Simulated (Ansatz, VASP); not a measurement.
# Ba2NdSbO6: VASP beside Ansatz

Wanted: the spread between two codes on one cell, functional and k mesh.

Program: Ansatz 0.2.0. Level of theory: plane waves, with VASP 6.6.1 beside it; single point at PBEsol, DFT+U. Results are calculated unless marked as measured.

In doubt: a part-filled 4f shell, where there is one, can sit in one of many states, so energies may not be the lowest and differences between runs may mislead; derivatives with an open 4f shell can jump between states, which bears on forces and vibrations.

## 1. The starting structure

Symmetry: Fm-3m, No. 225, cubic system. The conventional cell has a = 8.544 Å, b = 8.544 Å, c = 8.544 Å, α = 90.00°, β = 90.00°, γ = 90.00°. Nd has 6 O at 2.26 Å nearest. Ba has 12 O at 3.02 Å nearest. Nearest to Sb lie 6 O at 2.01 Å. O has 1 Sb at 2.01 Å and 1 Nd at 2.26 Å and 4 Ba at 3.02 Å nearest. Farther neighbours and most contacts between anions are not listed.

Coordinates:

```cif
data_structure
_symmetry_space_group_name_H-M 'Fm-3m'
_symmetry_Int_Tables_number 225
_cell_length_a 8.5440
_cell_length_b 8.5440
_cell_length_c 8.5440
_cell_angle_alpha 90.000
_cell_angle_beta 90.000
_cell_angle_gamma 90.000
_cell_volume 623.71
loop_
_atom_site_label
_atom_site_type_symbol
_atom_site_symmetry_multiplicity
_atom_site_Wyckoff_symbol
_atom_site_fract_x
_atom_site_fract_y
_atom_site_fract_z
_atom_site_occupancy
Nd1 Nd 4 b 0.50000 0.00000 0.00000 1
Ba1 Ba 8 c 0.25000 0.25000 0.75000 1
Sb1 Sb 4 a 0.00000 0.00000 0.00000 1
O1 O 24 e 0.00000 0.00000 0.76500 1
```

## 2. VASP: single point, PBEsol, DFT+U

A single point gives forces, pressure and levels at one fixed geometry, so differences don't come from the geometry; what else differs is listed under the comparison.

Lines of VASP's logs that name or quote its potential files are left out, and so is its time.

File INCAR:

```
SYSTEM = Ba2NdSbO6
PREC = Normal
ENCUT = 480
EDIFF = 1E-06
NELM = 150
ISMEAR = 0
SIGMA = 0.05
LREAL = .FALSE.
ALGO = Normal
GGA = PS
NBANDS = 46
ISPIN = 2
MAGMOM = 3 0 0 0 0 0 0 0 0 0
LDAU = .TRUE.
LDAUTYPE = 2
LDAUL = 3 -1 -1 -1
LDAUU = 4 0 0 0
LDAUJ = 0 0 0 0
LDAUPRINT = 1
LASPH = .TRUE.
LMAXMIX = 6
AMIX = 0.2
BMIX = 1E-04
AMIX_MAG = 0.8
BMIX_MAG = 1E-04
LORBIT = 11
LWAVE = .FALSE.
LCHARG = .TRUE.
KPAR = 2
```

File POSCAR:

```
Ba2NdSbO6
1.0
    0.0000000000      4.2720000000      4.2720000000
    4.2720000000      0.0000000000      4.2720000000
    4.2720000000      4.2720000000      0.0000000000
Nd Ba Sb O
1 2 1 6
Direct
    0.5000000000      0.5000000000      0.5000000000
    0.7500000000      0.7500000000      0.7500000000
    0.2500000000      0.2500000000      0.2500000000
    0.0000000000      0.0000000000      0.0000000000
    0.7650000000      0.7650000000      0.2350000000
    0.2350000000      0.2350000000      0.7650000000
    0.7650000000      0.2350000000      0.7650000000
    0.2350000000      0.7650000000      0.7650000000
    0.2350000000      0.7650000000      0.2350000000
    0.7650000000      0.2350000000      0.2350000000
```

File KPOINTS:

```
Automatic mesh
0
Gamma
4 4 4
0 0 0
```

The projector-augmented-wave data sets are Nd, Ba_sv, Sb and O (PBE family, release 64).

Started as:

```bash
$ mpirun -np 2 vasp_std
```

Numbers of over 12 decimals in the logs are rounded to 6 here.

The program printed:

```text
[banner, memory and clock lines left out]
running    2 mpi-ranks, on    1 nodes
 distrk:  each k-point on    1 cores,    2 groups
 distr:  one band on    1 cores,    1 groups

 POSCAR found type information on POSCAR NdBaSbO
 POSCAR found :  4 types and      10 ions
|                                                                             |
|               ----> ADVICE to this user running VASP <----                  |
|                                                                             |
|     You enforced a specific xc type in the INCAR file but a different       |
|     [... a line on the potential file left out ...]
|     I HOPE YOU KNOW WHAT YOU ARE DOING!                                     |
|                                                                             |

 LDA part: xc-table for (Slater+PW92), standard interpolation
 POSCAR, INCAR and KPOINTS ok, starting setup
 FFT: planning ... GRIDC
 FFT: planning ... GRID_SOFT
 FFT: planning ... GRID
 WAVECAR not read
 entering main loop
       N       E                     dE             d eps       ncg     rms          rms(c)
DAV:   1     0.592564988019E+03    0.59256E+03   -0.34172E+04  2340   0.282E+03
DAV:   2    -0.487229890524E+01   -0.59744E+03   -0.55676E+03  2744   0.560E+02
DAV:   3    -0.763607764132E+02   -0.71488E+02   -0.70325E+02  2546   0.175E+02
DAV:   4    -0.802652316622E+02   -0.39045E+01   -0.36803E+01  2776   0.261E+01
DAV:   5    -0.807429448716E+02   -0.47771E+00   -0.46322E+00  2602   0.577E+00    0.525E+01
DAV:   6    -0.855704481921E+02   -0.48275E+01   -0.20700E+02  2200   0.934E+01    0.968E+01
DAV:   7    -0.703044493141E+02    0.15266E+02   -0.11688E+02  2432   0.367E+02    0.758E+01
DAV:   8    -0.734361354090E+02   -0.31317E+01   -0.19623E+01  2560   0.222E+01    0.516E+01
DAV:   9    -0.702127768031E+02    0.32234E+01   -0.28080E+01  2320   0.274E+01    0.717E+01
DAV:  10    -0.702914102487E+02   -0.78633E-01   -0.35693E+00  2652   0.160E+01    0.989E+01
DAV:  11    -0.697580028358E+02    0.53341E+00   -0.28675E-01  2376   0.691E+00    0.953E+01
DAV:  12    -0.682114002635E+02    0.15466E+01   -0.56485E+01  2402   0.649E+01    0.176E+01
DAV:  13    -0.717083483978E+02   -0.34969E+01   -0.30681E+01  2522   0.541E+01    0.103E+02
DAV:  14    -0.719808480139E+02   -0.27250E+00   -0.20804E+00  2278   0.113E+01    0.100E+02
[...]
DAV:  41    -0.721081952210E+02   -0.16278E-02   -0.72807E-04  2480   0.333E-01    0.221E-01
DAV:  42    -0.721082797954E+02   -0.84574E-04   -0.20376E-04  2504   0.379E-01    0.268E-01
DAV:  43    -0.721082890584E+02   -0.92631E-05   -0.10122E-04  2504   0.197E-01    0.169E-01
DAV:  44    -0.721083045545E+02   -0.15496E-04   -0.16565E-05  2052   0.353E-02    0.168E-01
DAV:  45    -0.721083829171E+02   -0.78363E-04   -0.65845E-06  1924   0.297E-02    0.102E-01
DAV:  46    -0.721084179990E+02   -0.35082E-04   -0.63334E-06  1876   0.590E-02    0.658E-02
DAV:  47    -0.721084242844E+02   -0.62854E-05   -0.30046E-06  1618   0.323E-02    0.165E-02
DAV:  48    -0.721084249559E+02   -0.67142E-06   -0.10518E-06  1400   0.441E-02
   1 F= -.72108425E+02 E0= -.72108425E+02  d E =-.515497E-18  mag=     3.0005
```

OUTCAR, selected parts (step 2):

```text
ion  position               nearest neighbor table
   1  0.500  0.500  0.500-   5 2.26   6 2.26   7 2.26   8 2.26   9 2.26  10 2.26   3 3.70   3 3.70
                             2 3.70   3 3.70   3 3.70   2 3.70   2 3.70   2 3.70
   2  0.750  0.750  0.750-   5 3.02   7 3.02   8 3.02   5 3.02   9 3.02  10 3.02   6 3.02   7 3.02
                            10 3.02   6 3.02   8 3.02   9 3.02   4 3.70   1 3.70   1 3.70   4 3.70
   3  0.250  0.250  0.250-   5 3.02   7 3.02  10 3.02   5 3.02   8 3.02   9 3.02   6 3.02   7 3.02
                             8 3.02   6 3.02   9 3.02  10 3.02   1 3.70   4 3.70   4 3.70   4 3.70
   4  0.000  0.000  0.000-   5 2.01   6 2.01   7 2.01   8 2.01   9 2.01  10 2.01   2 3.70   2 3.70
                             2 3.70   3 3.70   2 3.70   3 3.70   3 3.70   3 3.70
   5  0.765  0.765  0.235-   4 2.01   1 2.26   2 3.02   2 3.02   3 3.02   3 3.02
   6  0.235  0.235  0.765-   4 2.01   1 2.26   2 3.02   3 3.02   2 3.02   3 3.02
   7  0.765  0.235  0.765-   4 2.01   1 2.26   2 3.02   2 3.02   3 3.02   3 3.02
   8  0.235  0.765  0.765-   4 2.01   1 2.26   2 3.02   2 3.02   3 3.02   3 3.02
   9  0.235  0.765  0.235-   4 2.01   1 2.26   2 3.02   3 3.02   2 3.02   3 3.02
  10  0.765  0.235  0.235-   4 2.01   1 2.26   2 3.02   3 3.02   2 3.02   3 3.02

  LATTYP: Found a face centered cubic cell.
 ALAT       =     8.5440000000

 Subroutine GETGRP returns: Found 48 space group operations
 (whereof 48 operations were pure point group operations)

The static configuration has the point symmetry O_h .

 Found      8 irreducible k-points:

   k-points           NKPTS =      8   k-points in BZ     NKDIM =      8   number of bands    NBANDS=     46

   dimension x,y,z NGX =    32 NGY =   32 NGZ =   32
   dimension x,y,z NGXF=    64 NGYF=   64 NGZF=   64

   ENCUT  =  480.0 eV  35.28 Ry    5.94 a.u.  10.79 10.79 10.79*2*pi/ulx,y,z

   NELECT =      75.0000    total number of electrons

 k-points in reciprocal lattice and weights: Automatic mesh
   0.00000000  0.00000000  0.00000000       0.016
   0.25000000  0.00000000  0.00000000       0.125
   0.50000000  0.00000000  0.00000000       0.062
   0.25000000  0.25000000  0.00000000       0.094
   0.50000000  0.25000000  0.00000000       0.375
  -0.25000000  0.25000000  0.00000000       0.188
   0.50000000  0.50000000  0.00000000       0.047
  -0.25000000  0.50000000  0.25000000       0.094

atom =   1  type =  1  l = 3

 onsite density matrix

spin component  1

  0.6196  0.0000  0.4692 -0.0000 -0.0000 -0.0000  0.0000
  0.0000  0.0007 -0.0000 -0.0000 -0.0000 -0.0000  0.0000
  0.4692 -0.0000  0.3773 -0.0000 -0.0000  0.0000  0.0000
 -0.0000 -0.0000 -0.0000  0.9831 -0.0000 -0.0000  0.0000
 -0.0000 -0.0000 -0.0000 -0.0000  0.3773  0.0000 -0.4692
 -0.0000 -0.0000  0.0000 -0.0000  0.0000  0.0139 -0.0000
  0.0000  0.0000  0.0000  0.0000 -0.4692 -0.0000  0.6196

spin component  2

  0.0184 -0.0000  0.0067  0.0000  0.0000  0.0000  0.0000
 -0.0000  0.0002 -0.0000 -0.0000 -0.0000  0.0000  0.0000
  0.0067 -0.0000  0.0149 -0.0000  0.0000  0.0000  0.0000
  0.0000 -0.0000 -0.0000  0.0236 -0.0000  0.0000 -0.0000
  0.0000 -0.0000  0.0000 -0.0000  0.0149  0.0000 -0.0067
  0.0000  0.0000  0.0000  0.0000  0.0000  0.0097  0.0000
  0.0000  0.0000  0.0000 -0.0000 -0.0067  0.0000  0.0184

 occupancies and eigenvectors

  o =  0.0002  v =  0.0000  0.0000  0.0000  0.0000  0.0000  0.0000  0.0000  0.0000  1.0000 -0.0000  0.0000 -0.0000 -0.0000 -0.0000      0.0000  0.0000  0.0000  0.0000  0.0000  0.0000  0.0000  0.0000  0.0000  0.0000  0.0000  0.0000  0.0000  0.0000
  o =  0.0007  v =  0.0000 -1.0000 -0.0000  0.0000 -0.0000 -0.0000 -0.0000  0.0000  0.0000  0.0000  0.0000  0.0000  0.0000  0.0000      0.0000  0.0000  0.0000  0.0000  0.0000  0.0000  0.0000  0.0000  0.0000  0.0000  0.0000  0.0000  0.0000  0.0000
  o =  0.0097  v =  0.0000  0.0000  0.0000  0.0000  0.0000  0.0000  0.0000  0.0000  0.0000 -0.0000 -0.0000  0.0000  1.0000  0.0000      0.0000  0.0000  0.0000  0.0000  0.0000  0.0000  0.0000  0.0000  0.0000  0.0000  0.0000  0.0000  0.0000  0.0000
  o =  0.0097  v =  0.0000  0.0000  0.0000  0.0000  0.0000  0.0000  0.0000  0.0042  0.0000 -0.0054  0.0000 -0.7906  0.0000 -0.6124      0.0000  0.0000  0.0000  0.0000  0.0000  0.0000  0.0000  0.0000  0.0000  0.0000  0.0000  0.0000  0.0000  0.0000
  o =  0.0097  v =  0.0000  0.0000  0.0000  0.0000  0.0000  0.0000  0.0000  0.6124 -0.0000 -0.7906 -0.0000  0.0054 -0.0000  0.0042      0.0000  0.0000  0.0000  0.0000  0.0000  0.0000  0.0000  0.0000  0.0000  0.0000  0.0000  0.0000  0.0000  0.0000
  o =  0.0139  v = -0.0000  0.0000  0.0000 -0.0000  0.0004 -1.0000  0.0003  0.0000  0.0000  0.0000  0.0000  0.0000  0.0000  0.0000      0.0000  0.0000  0.0000  0.0000  0.0000  0.0000  0.0000  0.0000  0.0000  0.0000  0.0000  0.0000  0.0000  0.0000
[...]
o =  0.9831  v =  0.0000  0.0000 -0.0000  0.9984  0.0343 -0.0000 -0.0443  0.0000  0.0000  0.0000  0.0000  0.0000  0.0000  0.0000      0.0000  0.0000  0.0000  0.0000  0.0000  0.0000  0.0000  0.0000  0.0000  0.0000  0.0000  0.0000  0.0000  0.0000
  o =  0.9831  v =  0.0000  0.0000 -0.0000 -0.0560  0.6114 -0.0000 -0.7893  0.0000  0.0000  0.0000  0.0000  0.0000  0.0000  0.0000      0.0000  0.0000  0.0000  0.0000  0.0000  0.0000  0.0000  0.0000  0.0000  0.0000  0.0000  0.0000  0.0000  0.0000
  o =  0.9831  v =  0.7906 -0.0000  0.6124 -0.0000 -0.0000  0.0000  0.0000  0.0000  0.0000  0.0000  0.0000  0.0000  0.0000  0.0000      0.0000  0.0000  0.0000  0.0000  0.0000  0.0000  0.0000  0.0000  0.0000  0.0000  0.0000  0.0000  0.0000  0.0000

 average (electrostatic) potential at core
       1 -56.0178       2 -34.2756       3 -34.2756       4 -88.2825       5 -69.9515
       6 -69.9515       7 -69.9515       8 -69.9515       9 -69.9515      10 -69.9515

 E-fermi :   4.3288

 spin component 1
 k-point     1 :       0.0000    0.0000    0.0000
  band No.  band energies     occupation
    ...
     35       3.1529      1.00000
     36       3.1531      1.00000
     37       3.8576      1.00000
     38       3.8576      1.00000
     39       3.8576      1.00000
     40       6.5904      0.00000
     41       7.0469      0.00000
     42       7.2878      0.00000
     43       7.2879      0.00000
     44       7.2879      0.00000
    ...

 k-point     2 :       0.2500    0.0000    0.0000
  band No.  band energies     occupation
    ...
     35       2.8683      1.00000
     36       2.9933      1.00000
     37       3.5000      1.00000
     38       3.9386      1.00000
     39       3.9386      1.00000
     40       6.5853      0.00000
     41       7.2681      0.00000
     42       7.2682      0.00000
     43       7.3047      0.00000
     44       7.8525      0.00000
    ...

 k-point     3 :       0.5000    0.0000    0.0000
  band No.  band energies     occupation
    ...
     35       2.6020      1.00000
     36       2.7239      1.00000
     37       3.2764      1.00000
     38       4.0294      1.00000
     39       4.0295      1.00000
     40       6.5781      0.00000
     41       7.2570      0.00000
     42       7.2570      0.00000
     43       7.3210      0.00000
     44       8.6133      0.00000
    ...

 k-point     4 :       0.2500    0.2500    0.0000
  band No.  band energies     occupation
    ...
     35       2.7232      1.00000
     36       3.1174      1.00000
     37       3.6290      1.00000
     38       3.7810      1.00000
     39       3.7811      1.00000
     40       6.5850      0.00000
     41       7.2672      0.00000
     42       7.2672      0.00000
     43       7.2934      0.00000
     44       7.7229      0.00000
    ...

 k-point     5 :       0.5000    0.2500    0.0000
  band No.  band energies     occupation
    ...
     35       2.4604      1.00000
     36       2.9536      1.00000
     37       3.3893      1.00000
     38       3.7325      1.00000
     39       3.8404      1.00000
     40       6.5845      0.00000
     41       7.2535      0.00000
     42       7.2677      0.00000
     43       7.2963      0.00000
     44       7.8702      0.00000
    ...

 k-point     6 :      -0.2500    0.2500    0.0000
  band No.  band energies     occupation
    ...
     35       2.7190      1.00000
     36       2.7530      1.00000
     37       3.4325      1.00000
     38       3.6554      1.00000
     39       4.0179      1.00000
     40       6.5865      0.00000
     41       7.2546      0.00000
     42       7.2776      0.00000
     43       7.2915      0.00000
     44       8.2127      0.00000
    ...

  Total        0.9576608      0.9576608      0.9576608     -0.0000000      0.0000000     -0.0000000
  in kB        9.8400786      9.8400786      9.8400786     -0.0000000      0.0000000     -0.0000000
  external PRESSURE =       9.8400786 kB  Pullay stress =       0.0000000 kB

  energy-cutoff  :      480.00
  volume of cell :      155.93
      direct lattice vectors                 reciprocal lattice vectors
     0.000000000  4.272000000  4.272000000    -0.117041199  0.117041199  0.117041199
     4.272000000  0.000000000  4.272000000     0.117041199 -0.117041199  0.117041199
     4.272000000  4.272000000  0.000000000     0.117041199  0.117041199 -0.117041199

 POSITION                                       TOTAL-FORCE (eV/Angst)
 -----------------------------------------------------------------------------------
      4.27200      4.27200      4.27200         0.000000     -0.000000      0.000000
      6.40800      6.40800      6.40800         0.000000      0.000000      0.000000
      2.13600      2.13600      2.13600         0.000000     -0.000000      0.000000
      0.00000      0.00000      0.00000         0.000000      0.000000      0.000000
      4.27200      4.27200      6.53616         0.000000      0.000000      0.460658
      4.27200      4.27200      2.00784         0.000000      0.000000     -0.460658
      4.27200      6.53616      4.27200         0.000000      0.460658      0.000000
      6.53616      4.27200      4.27200         0.460658      0.000000      0.000000
      4.27200      2.00784      4.27200         0.000000     -0.460658      0.000000
      2.00784      4.27200      4.27200        -0.460658      0.000000      0.000000
 -----------------------------------------------------------------------------------
    total drift:                               -0.000000     -0.000000      0.000000

  FREE ENERGIE OF THE ION-ELECTRON SYSTEM (eV)
  ---------------------------------------------------
  free  energy   TOTEN  =       -72.1084249559 eV

  energy  without entropy=      -72.1084249559  energy(sigma->0) =      -72.10842496

 total charge
# of ion       s       p       d       f       tot
--------------------------------------------------
    1        1.982   5.447   0.588   3.084  11.101
    2        1.995   5.610   0.246   0.000   7.850
    3        1.995   5.610   0.246   0.000   7.850
    4        0.939   1.074   0.288   0.000   2.301
    5        1.568   3.440   0.000   0.000   5.009
    6        1.568   3.440   0.000   0.000   5.009
    7        1.568   3.440   0.000   0.000   5.009
    8        1.568   3.440   0.000   0.000   5.009
    9        1.568   3.440   0.000   0.000   5.009
   10        1.568   3.440   0.000   0.000   5.009
--------------------------------------------------
tot         16.322  38.382   1.369   3.084  59.156

 magnetization (x)
# of ion       s       p       d       f       tot
--------------------------------------------------
    1       -0.010  -0.108   0.026   2.888   2.796
    2        0.000   0.000   0.001   0.000   0.001
    3        0.000   0.000   0.001   0.000   0.001
    4        0.008   0.004   0.001   0.000   0.013
    5        0.000  -0.002   0.000   0.000  -0.002
    6        0.000  -0.002   0.000   0.000  -0.002
    7        0.000  -0.002   0.000   0.000  -0.002
    8        0.000  -0.002   0.000   0.000  -0.002
    9        0.000  -0.002   0.000   0.000  -0.002
   10        0.000  -0.002   0.000   0.000  -0.002
--------------------------------------------------
tot         -0.001  -0.115   0.028   2.888   2.800

[... 6 further parts left out ...]
```

DFT+U on an f shell has many metastable occupations, and no search among them was made.

[end of part 1 of 2]

[Lines on the potential files, build, host, timing and source positions are cut from VASP's logs without a mark.]

[Logs are printed without paths, hosts, clocks, repeated set-up lines and the standing remarks that a program may print on its own settings, such as how far it seeks lower states.]

[Hosts, paths, dates, database ids (printed as entryN), source tags and the programs' standing remarks are cut or masked in the printed files.]
